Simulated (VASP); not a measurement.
Output of a VASP run:

OUTCAR:
```
 ion  position               nearest neighbor table
   1  0.000  0.000  0.000-
  LATTYP: Found a face centered cubic cell.
 ALAT       =     5.9094655650
 Subroutine PRICEL returns:
 Original cell was already a primitive cell.
 Subroutine GETGRP returns: Found 48 space group operations
The static configuration has the point symmetry O_h .
The dynamic configuration has the point symmetry O_h .
 Subroutine INISYM returns: Found 48 space group operations
 Subroutine IBZKPT returns following result:
 Found     56 irreducible k-points:

 Following reciprocal coordinates:
            Coordinates               Weight
  0.000000  0.000000  0.000000      1.000000
  0.090909  0.000000  0.000000      8.000000
  0.181818  0.000000  0.000000      8.000000
  0.272727  0.000000  0.000000      8.000000
  0.363636  0.000000  0.000000      8.000000
  0.454545  0.000000  0.000000      8.000000
  0.090909  0.090909  0.000000      6.000000
  0.181818  0.090909  0.000000     24.000000
  0.272727  0.090909  0.000000     24.000000
  0.363636  0.090909  0.000000     24.000000
  0.454545  0.090909  0.000000     24.000000
 -0.454545  0.090909  0.000000     24.000000
 -0.363636  0.090909  0.000000     24.000000
 -0.272727  0.090909  0.000000     24.000000
 -0.181818  0.090909  0.000000     24.000000
 -0.090909  0.090909  0.000000     12.000000
  0.181818  0.181818  0.000000      6.000000
  0.272727  0.181818  0.000000     24.000000
  0.363636  0.181818  0.000000     24.000000
  0.454545  0.181818  0.000000     24.000000
 -0.454545  0.181818  0.000000     24.000000
 -0.363636  0.181818  0.000000     24.000000
 -0.272727  0.181818  0.000000     24.000000
 -0.181818  0.181818  0.000000     12.000000
  0.272727  0.272727  0.000000      6.000000
  0.363636  0.272727  0.000000     24.000000
  0.454545  0.272727  0.000000     24.000000
 -0.454545  0.272727  0.000000     24.000000
 -0.363636  0.272727  0.000000     24.000000
 -0.272727  0.272727  0.000000     12.000000
  0.363636  0.363636  0.000000      6.000000
  0.454545  0.363636  0.000000     24.000000
 -0.454545  0.363636  0.000000     24.000000
 -0.363636  0.363636  0.000000     12.000000
  0.454545  0.454545  0.000000      6.000000
 -0.454545  0.454545  0.000000     12.000000
  0.272727  0.181818  0.090909     24.000000
  0.363636  0.181818  0.090909     48.000000
  0.454545  0.181818  0.090909     48.000000
 -0.454545  0.181818  0.090909     48.000000
   k-points           NKPTS =     56   k-points in BZ     NKDIM =     56   number of bands    NBANDS=      9
   number of dos      NEDOS =    301   number of ions     NIONS =      1
   total plane-waves  NPLWV =  27000
   dimension x,y,z NGX =    30 NGY =   30 NGZ =   30
   dimension x,y,z NGXF=    60 NGYF=   60 NGZF=   60
   ions per type =               1
   PREC   = accura    normal or accurate (medium, high low for compatibility)
   ISTART =      0    job   : 0-new  1-cont  2-samecut
   ICHARG =      2    charge: 1-file 2-atom 10-const
   ISPIN  =      1    spin polarized calculation?
   LNONCOLLINEAR =      F non collinear calculations
   LSORBIT =      F    spin-orbit coupling
   INIWAV =      1    electr: 0-lowe 1-rand  2-diag
   ENCUT  =  500.0 eV  36.75 Ry    6.06 a.u.   7.62  7.62  7.62*2*pi/ulx,y,z
   NELM   =    100;   NELMIN=  2; NELMDL= -5     # of ELM steps
   EDIFF  = 0.1E-05   stopping-criterion for ELM
   LREAL  =      F    real-space projection
   NLSPLINE    = F    spline interpolate recip. space projectors
   LMAXMIX     =    4 max onsite mixed and CHGCAR
   VOSKOWN=      0    Vosko Wilk Nusair interpolation
   EDIFFG = -.2E-01   stopping-criterion for IOM
   NSW    =     40    number of steps for IOM
   NBLOCK =      1;   KBLOCK =     40    inner block; outer block
   IBRION =      2    ionic relax: 0-MD 1-quasi-New 2-CG
   NFREE  =      1    steps in history (QN), initial steepest desc. (CG)
...
```

File OSZICAR:
```
       N       E                     dE             d eps       ncg     rms          rms(c)
DAV:   1     0.363745777728E+02    0.36375E+02   -0.48510E+03  1008   0.940E+02
DAV:   2    -0.256262524733E+00   -0.36631E+02   -0.36029E+02  1147   0.165E+02
DAV:   3    -0.177930468316E+01   -0.15230E+01   -0.15145E+01  1460   0.283E+01
DAV:   4    -0.184657280795E+01   -0.67268E-01   -0.67213E-01  1420   0.484E+00
DAV:   5    -0.184745885568E+01   -0.88605E-03   -0.88579E-03  1605   0.457E-01    0.120E+01
DAV:   6    -0.184390694740E+01    0.35519E-02   -0.57997E-03  1327   0.105E+00    0.679E+00
DAV:   7    -0.184163185934E+01    0.22751E-02   -0.11145E-02  1467   0.137E+00    0.246E-01
DAV:   8    -0.184161544124E+01    0.16418E-04   -0.10279E-03  1388   0.204E-01    0.785E-02
DAV:   9    -0.184163396513E+01   -0.18524E-04   -0.41266E-05  1531   0.498E-02    0.382E-02
DAV:  10    -0.184163876413E+01   -0.47990E-05   -0.57732E-06  1279   0.233E-02    0.118E-02
DAV:  11    -0.184163833166E+01    0.43247E-06   -0.26728E-07   634   0.496E-03
   1 F= -.18416383E+01 E0= -.18418557E+01  d E =-.184164E+01
```

OUTCAR:
```
------------------------ aborting loop because EDIFF is reached ----------------------------------------
  FORCE on cell =-STRESS in cart. coord.  units (eV):
  Direction    XX          YY          ZZ          XY          YZ          ZX
  --------------------------------------------------------------------------------------
  Total        0.0052035      0.0052035      0.0052035      0.0000000     -0.0000000     -0.0000000
  in kB        0.1615915      0.1615915      0.1615915      0.0000000     -0.0000000     -0.0000000
  external PRESSURE =       0.1615915 kB  Pullay stress =       0.0000000 kB
  volume of cell :       51.59
      direct lattice vectors                 reciprocal lattice vectors
     0.000000000  2.954732782  2.954732782    -0.169220040  0.169220040  0.169220040
     2.954732782  0.000000000  2.954732782     0.169220040 -0.169220040  0.169220040
     2.954732782  2.954732782  0.000000000     0.169220040  0.169220040 -0.169220040
 POSITION                                       TOTAL-FORCE (eV/Angst)
 -----------------------------------------------------------------------------------
      0.00000      0.00000      0.00000        -0.000000      0.000000     -0.000000
 -----------------------------------------------------------------------------------
    total drift:                               -0.000000     -0.000000     -0.000000
  FREE ENERGIE OF THE ION-ELECTRON SYSTEM (eV)
  ---------------------------------------------------
  free  energy   TOTEN  =        -1.8416383317 eV

  energy  without entropy=       -1.8422904793  energy(sigma->0) =       -1.84185571

 reached required accuracy - stopping structural energy minimisation
```
(Selected blocks of OUTCAR.)

File POSCAR:
```
Sr
1
    0.0000000000     2.9547327825     2.9547327825
    2.9547327825     0.0000000000     2.9547327825
    2.9547327825     2.9547327825     0.0000000000
Sr
1
Direct
  0.0000000000   0.0000000000   0.0000000000
```

### Question
Write an INCAR and KPOINTS that could have produced this output.

### Answer
One answer among several that fit: the input of the run itself, PBEsol GGA, plane waves, VASP's PBE PAW potentials (set 64).

File KPOINTS:
```
Regular mesh
0
G
11 11 11
```

**INCAR**
```
SYSTEM = Sr
PREC = Accurate; ENCUT = 500; LREAL = .FALSE.
LASPH = .TRUE.
EDIFF = 1E-6; NELM = 100; ALGO = Normal
LMAXMIX = 4
ISMEAR = 1; SIGMA = 0.1
GGA = PS
IBRION = 2; NSW = 40; ISIF = 3
EDIFFG = -0.02
LWAVE = .FALSE.; LCHARG = .FALSE.
```

POTCAR, in this order: Sr_sv (PBE.64 set). Program: vasp_std.

The compound is Sr in the fcc structure. It was relaxed first, which changed the volume by -8 %.
